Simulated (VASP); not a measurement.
All values below come from LDA (Ceperley-Alder, Perdew-Zunger), VASP's LDA PAW potentials (set 64) (plane waves; VASP). Each cell was relaxed at this level.

Problem. Which of these has an unstable (imaginary) mode at Γ?
(A) PbClF, P2_1 (4)
(B) Si2Ni, Fm-3m (225)
(C) CdF2, Fm-3m (225)
(D) MoTe2, P6_3/mmc (194)

Solution. A, PbClF, P2_1 (4). Its optical Γ-point modes are 63i, 47i, 45, 49, 63, 65, 78, 102, 118, 132, 196, 203, 205, 216, 219 cm⁻¹.
